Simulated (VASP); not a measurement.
Level of theory: PBE GGA with D3 dispersion (zero damping), VASP's PBE PAW potentials (set 64) (plane waves; VASP).

VASP ran on this input.

**INCAR**
```
ALGO = Normal
EDIFF = 1E-7
ENCUT = 520
GGA = PE
ISIF = 2
ISMEAR = -5
IVDW = 11
LASPH = .True.
LCHARG = .True.
LORBIT = 11
LREAL = .False.
LWAVE = .False.
NEDOS = 601
NELM = 100
PREC = Accurate
SYSTEM = SiC
```

### POSCAR
```
SiC
1.0
  0.0000000000   2.1830459988   2.1830459988
  2.1830459988   0.0000000000   2.1830459988
  2.1830459988   2.1830459988   0.0000000000
Si C
1 1
Cartesian
  0.0000000000   0.0000000000   0.0000000000
  1.0915229994   1.0915229994   1.0915229994
```

**KPOINTS**
```
Automatic
0
G
 12 12 12
0 0 0
```

POTCAR, in this order: Si C (PBE.64 set). Program: vasp_std.

Output of the run:

**OUTCAR**
```
 ion  position               nearest neighbor table
   1  0.000  0.000  0.000-   2 1.89   2 1.89   2 1.89   2 1.89
   2  0.250  0.250  0.250-   1 1.89   1 1.89   1 1.89   1 1.89
  LATTYP: Found a face centered cubic cell.
 ALAT       =     4.3660919976
 Subroutine PRICEL returns:
 Original cell was already a primitive cell.
 Subroutine GETGRP returns: Found 24 space group operations
The static configuration has the point symmetry T_d .
The dynamic configuration has the point symmetry T_d .
 Subroutine INISYM returns: Found 24 space group operations
 Subroutine IBZKPT returns following result:
 Found     72 irreducible k-points:

 Following reciprocal coordinates:
            Coordinates               Weight
  0.000000  0.000000  0.000000      1.000000
  0.083333  0.000000  0.000000      8.000000
  0.166667  0.000000  0.000000      8.000000
  0.250000  0.000000  0.000000      8.000000
  0.333333  0.000000  0.000000      8.000000
  0.416667  0.000000  0.000000      8.000000
  0.500000  0.000000  0.000000      4.000000
  0.083333  0.083333  0.000000      6.000000
  0.166667  0.083333  0.000000     24.000000
...
```

**OSZICAR**
```
       N       E                     dE             d eps       ncg     rms          rms(c)
DAV:   1     0.343287188917E+01    0.34329E+01   -0.42171E+03  1192   0.851E+02
DAV:   2    -0.165657330032E+02   -0.19999E+02   -0.19609E+02  1704   0.107E+02
DAV:   3    -0.168979426041E+02   -0.33221E+00   -0.33221E+00  1240   0.167E+01
DAV:   4    -0.168991451924E+02   -0.12026E-02   -0.12026E-02  1912   0.112E+00
DAV:   5    -0.168991458983E+02   -0.70591E-06   -0.70591E-06  1256   0.158E-02    0.875E+00
DAV:   6    -0.151190727608E+02    0.17801E+01   -0.75977E+00  1248   0.156E+01    0.385E+00
DAV:   7    -0.150670300549E+02    0.52043E-01   -0.33589E-01  1792   0.413E+00    0.177E+00
DAV:   8    -0.150593371805E+02    0.76929E-02   -0.18674E-02  1176   0.125E+00    0.164E-01
DAV:   9    -0.150596273391E+02   -0.29016E-03   -0.80553E-04  1816   0.245E-01    0.103E-01
DAV:  10    -0.150597375072E+02   -0.11017E-03   -0.21251E-04  1576   0.115E-01    0.223E-02
DAV:  11    -0.150597382758E+02   -0.76863E-06   -0.43130E-05  1424   0.403E-02    0.564E-03
DAV:  12    -0.150597384334E+02   -0.15758E-06   -0.16339E-06  1400   0.994E-03    0.140E-03
DAV:  13    -0.150597385213E+02   -0.87892E-07   -0.15834E-07  1128   0.336E-03
   1 F= -.15349297E+02 E0= -.15349297E+02  d E =0.000000E+00
```

OUTCAR:
```
------------------------ aborting loop because EDIFF is reached ----------------------------------------
 Edisp (eV)   -0.28956
  FORCE on cell =-STRESS in cart. coord.  units (eV):
  Direction    XX          YY          ZZ          XY          YZ          ZX
  --------------------------------------------------------------------------------------
  Total       0.00109     0.00109     0.00109     0.00000     0.00000     0.00000
  in kB       0.08389     0.08389     0.08389     0.00000     0.00000     0.00000
  external pressure =        0.08 kB  Pullay stress =        0.00 kB
  volume of cell :       20.81
      direct lattice vectors                 reciprocal lattice vectors
     0.000000000  2.183045999  2.183045999    -0.229037776  0.229037776  0.229037776
     2.183045999  0.000000000  2.183045999     0.229037776 -0.229037776  0.229037776
     2.183045999  2.183045999  0.000000000     0.229037776  0.229037776 -0.229037776
  FREE ENERGIE OF THE ION-ELECTRON SYSTEM (eV)
  ---------------------------------------------------
  free  energy   TOTEN  =       -15.3492965229 eV

  energy  without entropy=      -15.3492965229  energy(sigma->0) =      -15.34929652

 total charge

# of ion       s       p       d       tot
------------------------------------------
    1        0.707   0.968   0.000   1.675
    2        0.837   1.704   0.000   2.540
--------------------------------------------------
tot          1.544   2.671   0.000   4.215
```
(Selected blocks of OUTCAR.)

The compound is SiC in the zinc blende structure. It was relaxed first.
